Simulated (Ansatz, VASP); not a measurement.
# Zr33Cu29 (liquid Cu47Zr53 at 1670 K): VASP beside Ansatz

Wanted: the spread between two codes on one cell, functional and k mesh. The cell is taken from a series of runs on this material, whose earlier steps may have relaxed, scaled, displaced or heated it; both programs get it as it stands.

Calculated with Ansatz 0.2.0; plane waves, with VASP 6.6.1 beside it; single point at PBE.

## (1) The starting structure

The cell holds 62 atoms: 29 Cu and 33 Zr. Cell: a = 10.640 Å, b = 10.640 Å, c = 10.640 Å, α = 90.0°, β = 90.0°, γ = 90.0°. As first built, before any earlier steps moved the atoms (in the runner's words): 62 atoms (29 Cu, 33 Zr) placed at random at 6.55 g/cm^3, melted at 2200 K for 10 ps at fixed volume with the Finnis-Sinclair Cu-Zr potential (Mendelev, file CuZr_mm.eam.fs of the LAMMPS distribution). Snapshot at the end of a hold of 10 ps at 1670 K and zero pressure.

## (2) VASP: single point, PBE

A single point gives forces, pressure and levels at one fixed geometry, so differences don't come from the geometry; what else differs is listed under the comparison.

Lines of VASP's logs that name or quote its potential files are left out, and so is its time.

Input file INCAR:

```
SYSTEM = Zr33Cu29
PREC = Accurate
ENCUT = 600
EDIFF = 1E-06
NELM = 120
ISMEAR = 1
SIGMA = 0.15
LREAL = Auto
ALGO = Normal
GGA = PE
NBANDS = 414
LASPH = .TRUE.
LORBIT = 11
LWAVE = .FALSE.
LCHARG = .FALSE.
ISIF = 2
GGA_COMPAT = .FALSE.
```

Input file POSCAR:

```
Zr33Cu29
1.0
   10.6396600000      0.0000000000      0.0000000000
    0.0000000000     10.6396600000      0.0000000000
    0.0000000000      0.0000000000     10.6396600000
Cu Zr
29 33
Direct
    0.7747000000      0.6459200000      0.2514600000
    0.0948800000      0.1238900000      0.4216600000
    0.2790900000      0.7007800000      0.0469300000
    0.8582700000      0.7607200000      0.6440400000
    0.3431000000      0.3299200000      0.1437100000
    0.7380900000      0.3842700000      0.7322400000
    0.8413200000      0.1845800000      0.8283900000
    0.5047600000      0.9801600000      0.3011300000
    0.3822100000      0.6185400000      0.7714500000
    0.1193900000      0.1539200000      0.6149100000
    0.2358800000      0.9844000000      0.3064400000
    0.5721500000      0.1997100000      0.5967600000
    0.4821600000      0.7940500000      0.1211800000
    0.6549800000      0.1815200000      0.2390800000
    0.2892200000      0.0751400000      0.8818300000
    0.8699700000      0.1845600000      0.3296000000
    0.7678200000      0.4849800000      0.0143100000
    0.0619200000      0.1371500000      0.9105200000
    0.3087100000      0.7317700000      0.6293400000
    0.9931600000      0.9325000000      0.2125600000
    0.6890300000      0.0481100000      0.4252900000
    0.5228300000      0.3778800000      0.7123500000
    0.7686400000      0.0413400000      0.6726000000
    0.2716100000      0.5173800000      0.2895200000
    0.1454400000      0.8208400000      0.5534600000
    0.1840600000      0.5397900000      0.7890500000
    0.7060600000      0.6748000000      0.0132700000
    0.9314000000      0.3377700000      0.9811600000
    0.0667600000      0.3539200000      0.7313500000
    0.3930800000      0.2566300000      0.3839300000
    0.5077800000      0.1296800000      0.8094100000
    0.1065200000      0.7528800000      0.8204700000
    0.9010100000      0.5452500000      0.8049500000
    0.1445900000      0.1850400000      0.1738500000
    0.3034300000      0.3095800000      0.6401800000
    0.6159900000      0.8666000000      0.6243000000
    0.9551800000      0.7260100000      0.0484100000
    0.1752200000      0.9291100000      0.0336000000
    0.1167700000      0.4771100000      0.0961400000
    0.0997300000      0.5664900000      0.5615400000
    0.0977600000      0.3556200000      0.4129000000
    0.7259800000      0.9174400000      0.8936400000
    0.2577800000      0.7584400000      0.3191100000
    0.4477500000      0.0630400000      0.1030900000
    0.8741600000      0.3983800000      0.2147400000
    0.7162600000      0.8701200000      0.2034400000
    0.5359100000      0.7541100000      0.4115300000
    0.4542700000      0.5378600000      0.9974100000
    0.9906000000      0.9650300000      0.7323900000
    0.6056400000      0.3074400000      0.9883900000
    0.6300500000      0.6098200000      0.7266200000
    0.3074200000      0.3196000000      0.8927400000
    0.8052600000      0.5852000000      0.5101800000
    0.4295900000      0.5323000000      0.5324000000
    0.0307300000      0.6856000000      0.3166200000
    0.9020800000      0.2432100000      0.5796600000
    0.3696200000      0.0061700000      0.5395500000
    0.6619000000      0.3409700000      0.4455100000
    0.5684400000      0.5082600000      0.2340800000
    0.8517500000      0.1301400000      0.0879900000
    0.9439900000      0.9212200000      0.4269800000
    0.4257700000      0.8475000000      0.8724800000
```

Input file KPOINTS:

```
Automatic mesh
0
Gamma
2 2 2
0 0 0
```

Potentials, in the order of the species: Cu and Zr_sv (PBE family, release 64).

The run is started by

```console
$ export OMP_NUM_THREADS=3
$ mpirun -np 1 vasp_std
```

Numbers of over 12 decimals in the logs are rounded to 6 here.

The log of the run:

```text
[banner, memory and clock lines left out]
running    1 mpi-ranks, on    1 nodes
[...]
Offloading initialized ...    1 GPUs detected
[...]
LDA part: xc-table for (Slater+PW92), standard interpolation
 POSCAR, INCAR and KPOINTS ok, starting setup
[...]
entering main loop
       N       E                     dE             d eps       ncg     rms          rms(c)
DAV:   1     0.126358705571E+05    0.12636E+05   -0.32485E+05  6624   0.247E+03
DAV:   2     0.246509951521E+04   -0.10171E+05   -0.98378E+04  7296   0.719E+02
DAV:   3     0.831682325472E+02   -0.23819E+04   -0.22676E+04  7032   0.346E+02
DAV:   4    -0.321586941600E+03   -0.40476E+03   -0.36726E+03 10864   0.137E+02
[...]
DAV:  22    -0.372717146913E+03    0.56608E-05   -0.71783E-05  9328   0.712E-02    0.133E-02
DAV:  23    -0.372717145694E+03    0.12197E-05   -0.26309E-05  9496   0.379E-02    0.785E-03
DAV:  24    -0.372717145126E+03    0.56740E-06   -0.82129E-06  7024   0.217E-02
   1 F= -.37271715E+03 E0= -.37271218E+03  d E =-.149034E-01
```

From OUTCAR (step 2):

```text
  Total      -23.0733571      2.3603216     -2.7534544      3.4185074     -4.0381400     12.5268568
  in kB      -30.6929138      3.1397749     -3.6627327      4.5474073     -5.3716624     16.6636235
  external PRESSURE =     -10.4052905 kB  Pullay stress =       0.0000000 kB

 POSITION                                       TOTAL-FORCE (eV/Angst)
 -----------------------------------------------------------------------------------
      8.24254      6.87237      2.67545         0.452024     -0.288142      0.383759
      1.00949      1.31815      4.48632         0.106860     -1.428831     -2.193447
      2.96942      7.45606      0.49932        -0.992570     -0.165758      0.202441
      9.13170      8.09380      6.85237         0.517488      0.898092      1.262494
      3.65047      3.51024      1.52903         0.653578      0.439223      0.022253
      7.85303      4.08850      7.79078         0.400025     -0.915988     -0.116098
      8.95136      1.96387      8.81379        -0.297245      0.076417      0.294217
      5.37047     10.42857      3.20392        -0.262486     -0.389390      1.805169
      4.06658      6.58106      8.20797         1.458495     -1.953236      2.165977
      1.27027      1.63766      6.54243         0.867163     -0.452582      2.827763
      2.50968     10.47368      3.26042         0.296885      1.427433     -0.126832
      6.08748      2.12485      6.34932        -0.147250     -1.840049     -0.846339
      5.13002      8.44842      1.28931         0.032896     -0.098681      0.357568
      6.96876      1.93131      2.54373        -0.696392      0.203677     -0.460925
[...]
-----------------------------------------------------------------------------------
    total drift:                               -0.009290     -0.014188     -0.008656

  FREE ENERGIE OF THE ION-ELECTRON SYSTEM (eV)
  ---------------------------------------------------
  free  energy   TOTEN  =      -372.7171451264 eV

  energy  without entropy=     -372.7022417298  energy(sigma->0) =     -372.71217733

[... 3 further parts left out ...]
[key lines of the parts left out:]
E-fermi :   7.5961
```

The run ends at a pressure of -1.04 GPa, with forces up to 3.3 eV/Å.

## (3) Ansatz: single point, PBE

Ansatz runs on its default PAW (the set named soft_2) files.

The same cell, functional, mesh and smearing now go to Ansatz, which takes its cutoff from its data sets.

Input file input.yaml:

```yaml
crystal:
  lattice:
    - [10.63966, 0.0, 0.0]
    - [0.0, 10.63966, 0.0]
    - [0.0, 0.0, 10.63966]
  atoms:
    - { symbol: Cu, position: [0.7747, 0.64592, 0.25146] }
    - { symbol: Cu, position: [0.09488, 0.12389, 0.42166] }
    - { symbol: Cu, position: [0.27909, 0.70078, 0.04693] }
    - { symbol: Cu, position: [0.85827, 0.76072, 0.64404] }
    - { symbol: Cu, position: [0.3431, 0.32992, 0.14371] }
    - { symbol: Cu, position: [0.73809, 0.38427, 0.73224] }
    - { symbol: Cu, position: [0.84132, 0.18458, 0.82839] }
    - { symbol: Cu, position: [0.50476, 0.98016, 0.30113] }
    - { symbol: Cu, position: [0.38221, 0.61854, 0.77145] }
    - { symbol: Cu, position: [0.11939, 0.15392, 0.61491] }
    - { symbol: Cu, position: [0.23588, 0.9844, 0.30644] }
    - { symbol: Cu, position: [0.57215, 0.19971, 0.59676] }
    - { symbol: Cu, position: [0.48216, 0.79405, 0.12118] }
    - { symbol: Cu, position: [0.65498, 0.18152, 0.23908] }
    - { symbol: Cu, position: [0.28922, 0.07514, 0.88183] }
    - { symbol: Cu, position: [0.86997, 0.18456, 0.3296] }
    - { symbol: Cu, position: [0.76782, 0.48498, 0.01431] }
    - { symbol: Cu, position: [0.06192, 0.13715, 0.91052] }
    - { symbol: Cu, position: [0.30871, 0.73177, 0.62934] }
    - { symbol: Cu, position: [0.99316, 0.9325, 0.21256] }
    - { symbol: Cu, position: [0.68903, 0.04811, 0.42529] }
    - { symbol: Cu, position: [0.52283, 0.37788, 0.71235] }
    - { symbol: Cu, position: [0.76864, 0.04134, 0.6726] }
    - { symbol: Cu, position: [0.27161, 0.51738, 0.28952] }
    - { symbol: Cu, position: [0.14544, 0.82084, 0.55346] }
    - { symbol: Cu, position: [0.18406, 0.53979, 0.78905] }
    - { symbol: Cu, position: [0.70606, 0.6748, 0.01327] }
    - { symbol: Cu, position: [0.9314, 0.33777, 0.98116] }
    - { symbol: Cu, position: [0.06676, 0.35392, 0.73135] }
    - { symbol: Zr, position: [0.39308, 0.25663, 0.38393] }
    - { symbol: Zr, position: [0.50778, 0.12968, 0.80941] }
    - { symbol: Zr, position: [0.10652, 0.75288, 0.82047] }
    - { symbol: Zr, position: [0.90101, 0.54525, 0.80495] }
    - { symbol: Zr, position: [0.14459, 0.18504, 0.17385] }
    - { symbol: Zr, position: [0.30343, 0.30958, 0.64018] }
    - { symbol: Zr, position: [0.61599, 0.8666, 0.6243] }
    - { symbol: Zr, position: [0.95518, 0.72601, 0.04841] }
    - { symbol: Zr, position: [0.17522, 0.92911, 0.0336] }
    - { symbol: Zr, position: [0.11677, 0.47711, 0.09614] }
    - { symbol: Zr, position: [0.09973, 0.56649, 0.56154] }
    - { symbol: Zr, position: [0.09776, 0.35562, 0.4129] }
    - { symbol: Zr, position: [0.72598, 0.91744, 0.89364] }
    - { symbol: Zr, position: [0.25778, 0.75844, 0.31911] }
    - { symbol: Zr, position: [0.44775, 0.06304, 0.10309] }
    - { symbol: Zr, position: [0.87416, 0.39838, 0.21474] }
    - { symbol: Zr, position: [0.71626, 0.87012, 0.20344] }
    - { symbol: Zr, position: [0.53591, 0.75411, 0.41153] }
    - { symbol: Zr, position: [0.45427, 0.53786, 0.99741] }
    - { symbol: Zr, position: [0.9906, 0.96503, 0.73239] }
    - { symbol: Zr, position: [0.60564, 0.30744, 0.98839] }
    - { symbol: Zr, position: [0.63005, 0.60982, 0.72662] }
    - { symbol: Zr, position: [0.30742, 0.3196, 0.89274] }
    - { symbol: Zr, position: [0.80526, 0.5852, 0.51018] }
    - { symbol: Zr, position: [0.42959, 0.5323, 0.5324] }
    - { symbol: Zr, position: [0.03073, 0.6856, 0.31662] }
    - { symbol: Zr, position: [0.90208, 0.24321, 0.57966] }
    - { symbol: Zr, position: [0.36962, 0.00617, 0.53955] }
    - { symbol: Zr, position: [0.6619, 0.34097, 0.44551] }
    - { symbol: Zr, position: [0.56844, 0.50826, 0.23408] }
    - { symbol: Zr, position: [0.85175, 0.13014, 0.08799] }
    - { symbol: Zr, position: [0.94399, 0.92122, 0.42698] }
    - { symbol: Zr, position: [0.42577, 0.8475, 0.87248] }
kpoints:
  mp_grid: { grid: [2, 2, 2] }
hamiltonian:
  xc: pbe
scf:
  occupations: { method: cold, width: 0.15 }
output:
  forces: true
  stress: true
  populations: intrinsic
  dos:
    method: { smearing: { sigma: 0.1 } }
    de: 0.1
    projected: { site_lists: { Cu: [Cu], Zr: [Zr] } }
  eigenvalues: true
  write_density: true
  write_potential: true
  volumetric_format: npy
```

The run is started by

```console
$ ansatz run input.yaml --threads 8 --pin off --max-ram 15872MiB --backend cpu --events-out ev --progress --plain --runs-dir out
```

The log of the run:

```text
Engine: ansatz 0.2.0, x86_64-unknown-linux-gnu
Pseudopotentials: kind: paw
Pseudopotential: Cu, paw, valence charge 19, recommended cutoff 420 eV (normal), Cu.paw.azcp
Pseudopotential: Zr, paw, valence charge 12, recommended cutoff 420 eV (normal), Zr.paw.azcp
Functional definition: PBE
  parameter kappa = 0.804
  parameter beta = 0.066725
  exchange = pbe_x(kappa = kappa, mu = beta*pi^2/3)
  correlation = pbe_c(beta = beta)
Crystal: 62 atoms, lattice volume = 1204.435 Å³
Basis set: ecut = 420 eV, 23583 PW (Γ), exchange–correlation on 144×144×144 points (8 copies of the dense FFT grid, shifted against one another)
Bands: 569, of which v1, the nominal top of the filled ones, is band 474 counted from 1 (473 counted from 0)
Symmetry: 1 space group operations
Space group: P1 (ITA 1), of the structure as read, at distance tolerance 1.1e-4 Å
k-points: 8
Non-local potential: Cu, projectors of the file, l = 0: 3, l = 1: 2, l = 2: 3, l = 3: 1
Non-local potential: Zr, projectors of the file, l = 0: 3, l = 1: 2, l = 2: 2, l = 3: 2
PAW form: soft (Blöchl's): semilocal exchange-correlation on the pseudo side does not see the compensation charge
PAW one-centre angular grid: Cu, 590 points (default); XC on 64 Gauss nodes
PAW one-centre angular grid: Zr, 590 points (default); XC on 64 Gauss nodes
Initial density: superposition of atomic densities (neutral atoms: chi_scale 0, normalization atom), corrected by the library's trained network
Initial wavefunctions: pseudopotential atomic-orbital guess
Functional: x = pbe(κ = 0.804, μ = 0.219515), c = pbe(β = 0.066725)
SCF iter   1: F=—  HF=-330180.452252 eV  |F-HF|=—  |Δ(HF+E_count)|=         —  Δρ=5.65e-3  dr2=1.08e0  ethr=1.77e-3  ⟨swp⟩=5.0  Hψ=14226  notcnv=0
preconditioner: auto → Kerker (q_TF=auto, 2.621 Å⁻¹)  [metal: Δε(μ)=0.006 eV  Ē_g=4.499 eV  σ=0.150 eV  W_gap=0.03  n_scr=364 (ndim 8)  ℏωp=22.7 eV  f_vac=0.000  D(μ)=67.81/eV (n_scr^D=690)]
SCF iter   2: F=—  HF=-330180.406314 eV  |F-HF|=—  |Δ(HF+E_count)|=   4.59e-2  S|Δr|=    0.00e0  Δρ=2.82e-3  dr2=2.85e-1  ethr=1.14e-4  ⟨swp⟩=1.0  Hψ=5240  notcnv=0
SCF iter   3: F=—  HF=-330180.390900 eV  |F-HF|=—  |Δ(HF+E_count)|=   1.54e-2  S|Δr|=    0.00e0  Δρ=1.92e-3  dr2=3.90e-2  ethr=3.00e-5  ⟨swp⟩=2.0  Hψ=5493  notcnv=0
SCF iter   4: F=—  HF=-330180.384833 eV  |F-HF|=—  |Δ(HF+E_count)|=   6.07e-3  S|Δr|=    0.00e0  Δρ=4.25e-4  dr2=3.99e-3  ethr=4.12e-6  ⟨swp⟩=2.0  Hψ=7721  notcnv=0
SCF iter   5: F=—  HF=-330180.384432 eV  |F-HF|=—  |Δ(HF+E_count)|=   4.01e-4  S|Δr|=    0.00e0  Δρ=1.28e-4  dr2=2.30e-4  ethr=4.22e-7  ⟨swp⟩=2.0  Hψ=5855  notcnv=0
SCF iter   6: F=—  HF=-330180.384507 eV  |F-HF|=—  |Δ(HF+E_count)|=   7.48e-5  S|Δr|=    0.00e0  Δρ=9.55e-5  dr2=7.46e-5  ethr=2.43e-8  ⟨swp⟩=2.0  Hψ=7695  notcnv=0
SCF iter   7: F=—  HF=-330180.386000 eV  |F-HF|=—  |Δ(HF+E_count)|=   1.49e-3  S|Δr|=    0.00e0  Δρ=3.33e-5  dr2=1.27e-5  ethr=7.88e-9  ⟨swp⟩=2.1  Hψ=7999  notcnv=0
SCF iter   8: F=—  HF=-330180.385999 eV  |F-HF|=—  |Δ(HF+E_count)|=   1.63e-6  S|Δr|=    0.00e0  Δρ=8.96e-6  dr2=1.59e-6  ethr=1.34e-9  ⟨swp⟩=2.0  Hψ=7702  notcnv=0
SCF iter   9: F=—  HF=-330180.385999 eV  |F-HF|=—  |Δ(HF+E_count)|=   1.07e-7  S|Δr|=    0.00e0  Δρ=4.60e-6  dr2=2.65e-7  ethr=1.68e-10  ⟨swp⟩=2.0  Hψ=5799  notcnv=0
SCF iter  10: F=—  HF=-330180.385999 eV  |F-HF|=—  |Δ(HF+E_count)|=   2.53e-8  S|Δr|=    0.00e0  Δρ=3.35e-6  dr2=1.12e-7  ethr=1.06e-11  ⟨swp⟩=11.5  Hψ=28316  notcnv=0
SCF iter  11: F=-330180.385999 eV  HF=-330180.385999 eV  |F-HF|=2.42e-8  |Δ(HF+E_count)|=   1.92e-8  S|Δr|=    0.00e0  Δρ=1.33e-6  dr2=2.14e-8  ethr=1.06e-11  ⟨swp⟩=7.0  Hψ=24281  notcnv=0
SCF 1 converged in 11 iterations: F = -330180.385999 eV  dr2 = 2.14e-8
  greatest PAW one-centre occupation: 1.000 electrons in one spin orbital (limit 2), on the Cu atom at site 20 (counted from 0), in its partial waves of l = 0
SCF converged after 11 iterations
Stability not checked: this state was not tested for a lower state beside it, because cold or Methfessel-Paxton smearing, or corrected tetrahedra, fill the levels in a way that the test cannot read (fill_not_monotonic; see scf.lower_state_search)
Free energy (F): -330180.385999 eV
Harris-Foulkes:  -330180.385999 eV  (|F-HF|=2.42e-8)
Internal energy: -330180.375291 eV  (E = F + TS)
E sigma→0 (E₀):  -330180.382429 eV
Entropy (-TS):   -0.010708 eV (-0.173 meV/atom)
Fermi energy:    13.404120 eV
Step filling:    the computed levels leave a gap of 0.0002 eV = 0.0 smearing widths at the electron count; against every level under it full and every level over it empty, smearing changes F+E_penalty+E_count by -4.264 meV and its σ→0 estimate by -0.695 meV
--- Per-component energies (eV) ---
  E_band       = -15913.334436
  E_kinetic    = 19641.588772
  E_local      = -182609.944376  (includes V_loc(G=0)·N_el)
  E_nonlocal   = 13855.129309
  E_hartree    = 79213.445906
  E_xc         = -7912.814370
[...]
k-point 7: bands = [... 470 lower, 13.3176, 13.3394, 13.3900, 13.4132, 13.4658, 13.4796, 13.5050, 13.5400, ... 91 higher]
--- intrinsic populations: 62 sites ---
  site symbol       q [e]
     0     Cu     18.6875
     1     Cu     18.6963
     2     Cu     18.7379
     3     Cu     18.6338
     4     Cu     18.6603
     5     Cu     18.7423
     6     Cu     18.8221
     7     Cu     18.7148
     8     Cu     18.7171
     9     Cu     18.7201
    10     Cu     18.7307
    11     Cu     18.7062
    12     Cu     18.7310
    13     Cu     18.7585
    14     Cu     18.6600
    15     Cu     18.6971
    16     Cu     18.7167
    17     Cu     18.8018
    18     Cu     18.7573
    19     Cu     18.6722
    20     Cu     18.7768
    21     Cu     18.6756
    22     Cu     18.6970
    23     Cu     18.6630
[...]
54     Zr     12.3610
    55     Zr     12.3598
    56     Zr     12.0823
    57     Zr     12.3949
    58     Zr     12.1244
    59     Zr     12.3049
    60     Zr     12.3188
    61     Zr     12.0950
  spilling = -0.000000 (of n_electrons = 947.000000)
```

## (4) Differences

Known differences besides the potentials themselves: cold smearing in Ansatz, first-order Methfessel-Paxton in VASP; the data sets hold 947 valence electrons in Ansatz (on its default PAW (the set named soft_2) files) and 715 in VASP; the cutoff is 420 eV in Ansatz and 600 eV in VASP (PREC = Accurate, projectors in real space). Total energies have different zeros and are not compared.

The two programs side by side:

```
      quantity  Ansatz   VASP  difference
pressure (GPa)   -1.24  -1.04       -0.20
```

Forces on 9 of the 62 atoms, those with the largest forces and the largest differences (eV/Å; atoms numbered as in POSCAR):

| atom | Ansatz x, y, z | VASP x, y, z |
| --- | --- | --- |
| Cu2 | 0.106, -1.408, -2.192 | 0.107, -1.429, -2.193 |
| Cu9 | 1.456, -1.962, 2.163 | 1.458, -1.953, 2.166 |
| Cu10 | 0.858, -0.433, 2.830 | 0.867, -0.453, 2.828 |
| Cu25 | -1.989, 1.434, -0.949 | -1.985, 1.443, -0.954 |
| Cu27 | -1.500, 2.433, -0.080 | -1.500, 2.430, -0.088 |
| Zr44 | -0.533, 0.875, -1.652 | -0.529, 0.882, -1.690 |
| Zr55 | -1.609, -1.798, -0.949 | -1.617, -1.813, -0.949 |
| Zr58 | 0.669, 1.030, -0.537 | 0.670, 1.061, -0.562 |
| Zr61 | -1.202, 0.318, 2.568 | -1.212, 0.302, 2.620 |

The forces differ by 12 meV/Å r.m.s., which is 1.3 % of the r.m.s. force of 0.893 eV/Å (both taken over all components).

## (5) Results

| Item | Value |
| --- | --- |
| r.m.s. force difference (single point, PBE) | 1.3 % of the r.m.s. force |

**Reading.** The r.m.s. force difference is 1.3 % of the r.m.s. force (single point, PBE), within the 3 % picked in this series as the mark of a large difference. The data sets hold unlike numbers of valence electrons (947 in Ansatz and 715 in VASP), so part of the differences comes from the potentials. How closely two codes agree says nothing of how well the functional describes the real material.

[Lines on the potential files, build, host, timing and source positions are cut from VASP's logs without a mark.]

[Logs are printed without paths, hosts, clocks, repeated set-up lines and the standing remarks that a program may print on its own settings, such as how far it seeks lower states.]

[Hosts, paths, dates, database ids (printed as entryN), source tags and the programs' standing remarks are cut or masked in the printed files.]
